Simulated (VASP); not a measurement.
Input:

```
CELL_PARAMETERS angstrom
      4.49176     0.00000     0.00000
      0.00000     4.49176     0.00000
      0.00000     0.00000     4.49176
ATOMIC_POSITIONS crystal
  Zr 0.00000 0.00000 0.00000
  C  0.50000 0.50000 0.50000
  C  0.00000 0.00000 0.50000
  C  0.00000 0.50000 0.00000
  C  0.50000 0.00000 0.00000
  Ta 0.50000 0.50000 0.00000
  Ta 0.50000 0.00000 0.50000
  Ta 0.00000 0.50000 0.50000
```

The numbers are results of PBEsol GGA, VASP's PBE PAW potentials (set 64) (plane waves; VASP), not measurements. Numerical set-up: 520 eV cut-off, Gaussian smearing of 0.050 eV, potentials Zr_sv C Ta_pv.

Unless said otherwise, spin-orbit coupling is left out, though it shifts the bands of the heavy elements here.

**Question.** Predict the band gap (along the path) with the smallest direct gap where there is one.

**Answer.** 
* **band gap (along the path)**: none (metal, semimetal or under 0.01 eV)

The absolute energy has meaning only against runs of the same code, potentials and settings.

The structure was generated: Ta3ZrC4 was put into an ordered model structure (Pm-3m), which need not be its known phase. It was relaxed first. The electron count is odd and the run is not spin-polarised, which forces a metal.
